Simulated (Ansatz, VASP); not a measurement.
## SiPb2 in VASP and in Ansatz

```
Si Pb
1.0
     0.00000    3.21355    3.21355
     3.21355    0.00000    3.21355
     3.21355    3.21355    0.00000
Si Pb
1 2
Direct
  0.00000 0.00000 0.00000
  0.75000 0.75000 0.75000
  0.25000 0.25000 0.25000
```

The cell comes from a database or a generator and needn't be the stable form of this composition.

Alike in both runs: task single point; functional PBE; k mesh 6 × 6 × 6; occupations gaussian, width 0.1 eV; no spin polarisation.

|  | VASP | Ansatz |
| --- | --- | --- |
| version | VASP 6.6.1 | Ansatz 0.2.0 |
| potentials or method | VASP PAW PBE potentials, release 64 (Si, Pb_d) | scalar-relativistic, plane waves, PAW |
| plane-wave cutoff (eV) | 520 | 420 |
| valence electrons in the cell | 32 | 32 |

Ansatz gave:

```
gap on the k mesh at the Fermi level (eV) : none
pressure (GPa)                            : 24.6
```

Q: What did VASP give for the same quantities?

A: gap on the k mesh at the Fermi level (eV): none; pressure (GPa): 24.5.

A gap of «none» marks a metal or a gap that the smearing closes.

Caveats: so large a pressure means that the cell lies far from this level's equilibrium, or that cutoff or potentials fall short (VASP). Spin-orbit coupling is left out, which matters for the levels of Pb.
